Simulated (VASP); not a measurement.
Method: PBEsol GGA, VASP's PBE PAW potentials (set 64) (plane waves; VASP).

VASP input:

**INCAR**
```
ALGO  =  Normal
EDIFF  =  1E-6
ENCUT  =  300
GGA  =  PS
ISIF  =  2
ISMEAR  =  -1
LASPH  =  T
LCHARG  =  F
LMAXMIX  =  6
LREAL  =  F
LWAVE  =  F
NELM  =  100
PREC  =  Accurate
SIGMA  =  0.05
SYSTEM  =  BaGe3Pt
```

### KPOINTS
```
Automatic
0
gamma
  6 6 6
```

File POSCAR:
```
BaGe3Pt
1
   -2.2361640000     2.2361640000     5.0147090000
    2.2361640000    -2.2361640000     5.0147090000
    2.2361640000     2.2361640000    -5.0147090000
Ba Pt Ge
1 1 3
Direct
  0.0000000000   0.0000000000   0.0000000000
  0.6479000000   0.6479000000   0.0000000000
  0.4004000000   0.4004000000   0.0000000000
  0.7537000000   0.2537000000   0.5000000000
  0.2537000000   0.7537000000   0.5000000000
```

POTCAR, in this order: Ba_sv Pt Ge_d (PBE.64 set). Program: vasp_std.

The run wrote:

OSZICAR:
```
       N       E                     dE             d eps       ncg     rms          rms(c)
DAV:   1     0.528582083759E+03    0.52858E+03   -0.21839E+04  2634   0.295E+03
DAV:   2     0.576400719174E+02   -0.47094E+03   -0.45465E+03  2236   0.699E+02
DAV:   3    -0.238190909738E+02   -0.81459E+02   -0.79303E+02  2494   0.180E+02
DAV:   4    -0.282521797605E+02   -0.44331E+01   -0.43886E+01  2886   0.475E+01
DAV:   5    -0.283876879332E+02   -0.13551E+00   -0.13537E+00  3087   0.744E+00    0.130E+01
DAV:   6    -0.276137472273E+02    0.77394E+00   -0.92546E+00  2814   0.183E+01    0.643E+00
DAV:   7    -0.272688135881E+02    0.34493E+00   -0.17410E+00  2455   0.890E+00    0.352E+00
DAV:   8    -0.272389486004E+02    0.29865E-01   -0.28240E-01  2947   0.296E+00    0.123E+00
DAV:   9    -0.272216012293E+02    0.17347E-01   -0.84657E-02  2667   0.192E+00    0.258E-01
DAV:  10    -0.272215779057E+02    0.23324E-04   -0.62635E-03  2814   0.570E-01    0.112E-01
DAV:  11    -0.272216047293E+02   -0.26824E-04   -0.33723E-04  2866   0.141E-01    0.342E-02
DAV:  12    -0.272215956562E+02    0.90731E-05   -0.56725E-05  3200   0.930E-02    0.874E-03
DAV:  13    -0.272215972469E+02   -0.15907E-05   -0.83712E-06  2556   0.273E-02    0.342E-03
DAV:  14    -0.272215970914E+02    0.15552E-06   -0.67367E-07  1500   0.105E-02
   1 F= -.27221597E+02 E0= -.27214033E+02  d E =-.151277E-01
```

### OUTCAR
```
------------------------ aborting loop because EDIFF is reached ----------------------------------------
  FORCE on cell =-STRESS in cart. coord.  units (eV):
  Direction    XX          YY          ZZ          XY          YZ          ZX
  --------------------------------------------------------------------------------------
  Total        3.0828593      3.0828593      2.9487798      0.0000000      0.0000000      0.0000000
  in kB       49.2437664     49.2437664     47.1020600      0.0000000      0.0000000      0.0000000
  external PRESSURE =      48.5298643 kB  Pullay stress =       0.0000000 kB
  volume of cell :      100.30
      direct lattice vectors                 reciprocal lattice vectors
    -2.236164000  2.236164000  5.014709000     0.000000000  0.223597196  0.099706683
     2.236164000 -2.236164000  5.014709000     0.223597196  0.000000000  0.099706683
     2.236164000  2.236164000 -5.014709000     0.223597196  0.223597196  0.000000000
 POSITION                                       TOTAL-FORCE (eV/Angst)
 -----------------------------------------------------------------------------------
      0.00000      0.00000      0.00000        -0.000000     -0.000000      0.047602
      0.00000      0.00000      6.49806         0.000000      0.000000     -0.125455
      0.00000      0.00000      4.01578        -0.000000     -0.000000      0.016506
      0.00000      2.23616      2.54446        -0.000000      0.000000      0.030673
      2.23616      0.00000      2.54446         0.000000     -0.000000      0.030673
 -----------------------------------------------------------------------------------
    total drift:                               -0.000011     -0.000011      0.000368
  FREE ENERGIE OF THE ION-ELECTRON SYSTEM (eV)
  ---------------------------------------------------
  free  energy   TOTEN  =       -27.2215970914 eV

  energy  without entropy=      -27.2064693599  energy(sigma->0) =      -27.21403323
```
(Selected blocks of OUTCAR.)

At this cut-off the stress carries a Pulay error, which pulls relaxed volumes low.

The structure comes from a measured BaGe3Pt entry of the Crystallography Open Database, whose conditions weren't checked. The cell was not relaxed at this level, and its volume differs by -5.9 % from the start's. The k-mesh is coarse (spacing up to 0.33 per Å, 2π included), so the numbers may not be converged in it.
